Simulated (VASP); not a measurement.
Given:

```xyz
2
Lattice="2.9615 0.0000 0.0000 0.0000 2.9615 0.0000 0.0000 0.0000 2.9615" Properties=species:S:1:pos:R:3 pbc="T T T"
Cr     0.0000     0.0000     0.0000
Cr     1.4807     1.4807     1.4807
```
Starting moments (μB, in the order of the record's atoms Cr Cr): 2.7 -2.7.

All values below come from r2SCAN meta-GGA, VASP's PBE PAW potentials (set 64) (plane waves; VASP). Settings: 480 eV cut-off, 12×12×12 Γ-centred mesh, first-order Methfessel-Paxton smearing of 0.10 eV, potentials Cr_pv.

Each row applies one change to this cell, which was relaxed at other settings and keeps the small stress of the first row; at a fixed cut-off the stress holds a Pulay part, so it need not integrate to ΔE exactly. Stress is in GPa, positive when the cell is compressed.

| change | ΔE (meV/atom) | σxx | σyy | σzz | largest shear component, with its sign (GPa) | largest force (eV/Å) |
|---|---|---|---|---|---|---|
| none | 0.0 | -0.04 | -0.04 | -0.04 | 0.00 | 0.000 |
| biaxial strain of -1.5 % in the xy plane | 6.6 | 5.11 | 5.11 | 0.34 | 0.00 | 0.000 |
| uniaxial strain of -1.5 % along z | … | … | … | … | … | … |
| atom 1 (Cr) moved by -0.050 Å along y | 3.7 | 0.10 | 0.04 | 0.10 | 0.00 | 0.301 |
| atom 1 (Cr) moved by 0.150 Å along x | … | … | … | … | … | … |
| biaxial strain of +1.0 % in the yz plane | 2.0 | -0.13 | -2.82 | -2.82 | 0.00 | 0.000 |
| atom 2 (Cr) moved by -0.100 Å along y | 14.7 | 0.47 | 0.19 | 0.47 | 0.00 | 0.595 |

Question: What belongs in the gaps?

Answer: 
- uniaxial strain of -1.5 % along z, ΔE (meV/atom): 3.2
- uniaxial strain of -1.5 % along z, σxx: 0.15
- uniaxial strain of -1.5 % along z, σyy: 0.15
- uniaxial strain of -1.5 % along z, σzz: 4.79
- uniaxial strain of -1.5 % along z, largest shear component, with its sign (GPa): 0.00
- uniaxial strain of -1.5 % along z, largest force (eV/Å): 0.000
- atom 1 (Cr) moved by 0.150 Å along x, ΔE (meV/atom): 33.1
- atom 1 (Cr) moved by 0.150 Å along x, σxx: 0.32
- atom 1 (Cr) moved by 0.150 Å along x, σyy: 1.11
- atom 1 (Cr) moved by 0.150 Å along x, σzz: 1.11
- atom 1 (Cr) moved by 0.150 Å along x, largest shear component, with its sign (GPa): 0.00
- atom 1 (Cr) moved by 0.150 Å along x, largest force (eV/Å): 0.883

Failed runs are left out, and for metals the shear rows, which the mesh's noise covers.

The compound is Cr in the bcc, AFM order structure. The spin order is the one that the start imposed; others were not tried in this run.
